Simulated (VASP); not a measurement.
Here is the system:

```
CELL_PARAMETERS angstrom
      3.97179     0.00000     0.00000
      0.00000     3.97179     0.00000
      0.00000     0.00000     8.74656
ATOMIC_POSITIONS crystal
  Ca 0.00000 0.50000 0.13649
  Ca 0.50000 0.00000 0.86351
  H  0.50000 0.50000 0.00000
  H  0.00000 0.00000 0.00000
  I  0.00000 0.50000 0.68613
  I  0.50000 0.00000 0.31387
```

Level of theory: PBEsol GGA, VASP's PBE PAW potentials (set 64) (plane waves; VASP 6.6.1). Settings: 400 eV cut-off, 6×6×3 Γ-centred mesh, tetrahedra with Blöchl corrections, potentials Ca_sv H I.

The cores are frozen, which limits the accuracy of field gradients.

**Question.** Give the principal components of the electric field gradient (V/Å²) and the asymmetry η at each nucleus.

**Answer.** 
| atom | Vxx | Vyy | Vzz | η |
|---|---|---|---|---|
| Ca1 | -6.7 | -6.7 | 13.4 | 0.00 |
| Ca2 | -6.7 | -6.7 | 13.4 | 0.00 |
| H3 | 0.3 | 0.3 | -0.7 | 0.00 |
| H4 | 0.3 | 0.3 | -0.7 | 0.00 |
| I5 | 4.2 | 4.2 | -8.5 | 0.00 |
| I6 | 4.2 | 4.2 | -8.5 | 0.00 |

The structure comes from a computed database's CaHI entry (P4/nmm); how it stands against other phases isn't given here. It was relaxed first, which changed the volume by -9 %.
